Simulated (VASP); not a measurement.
All values below come from r2SCAN meta-GGA, VASP's PBE PAW potentials (set 64) (plane waves; VASP).

Input for VASP

INCAR:
```
SYSTEM = WS2
PREC = Accurate
ENCUT = 520
EDIFF = 1E-6
NELM = 100
ALGO = Normal
LREAL = .FALSE.
LASPH = .TRUE.
ISMEAR = 0
SIGMA = 0.05
METAGGA = R2SCAN
LMIXTAU = .TRUE.
LMAXMIX = 6
LWAVE = .FALSE.
LCHARG = .FALSE.
IBRION = 2
ISIF = 3
NSW = 60
EDIFFG = -0.02
```

File KPOINTS:
```
Automatic mesh
0
Gamma
7 7 2
0 0 0
```

### POSCAR
```
WS2
1.0
  1.5906726465  -2.7551258194   0.0000000000
  1.5906726465   2.7551258194   0.0000000000
  0.0000000000   0.0000000000  13.0368246373
W S
2 4
direct
  0.3333330000   0.6666670000   0.2500000000
  0.6666670000   0.3333330000   0.7500000000
  0.3333330000   0.6666670000   0.8697373860
  0.6666670000   0.3333330000   0.3697373860
  0.6666670000   0.3333330000   0.1302626140
  0.3333330000   0.6666670000   0.6302626140
```

POTCAR, in this order: W_sv S (PBE.64 set). Program: vasp_std.

Predict the energy per atom (σ→0).

```yaml
energy per atom (σ→0): -23.361 eV/atom
```

**OSZICAR**
```
...
DAV:  17    -0.140168216753E+03   -0.21725E-02   -0.96990E-04  1097   0.232E-01    0.772E-02
DAV:  18    -0.140168240637E+03   -0.23884E-04   -0.17373E-04  1282   0.957E-02    0.551E-02
DAV:  19    -0.140168239395E+03    0.12418E-05   -0.93921E-05  1167   0.571E-02    0.373E-02
DAV:  20    -0.140168230226E+03    0.91688E-05   -0.10838E-04  1032   0.651E-02    0.241E-02
DAV:  21    -0.140168254405E+03   -0.24178E-04   -0.45104E-05   990   0.479E-02    0.225E-02
DAV:  22    -0.140168255631E+03   -0.12266E-05   -0.75638E-06  1120   0.189E-02    0.193E-02
DAV:  23    -0.140168255428E+03    0.20290E-06   -0.14017E-06   757   0.691E-03
   1 F= -.14016826E+03 E0= -.14016826E+03  d E =-.140168E+03
```

The compound is WS2 in the 2H layered structure. It was relaxed first, which changed the volume by +8 %. The start is the result of an earlier pass.
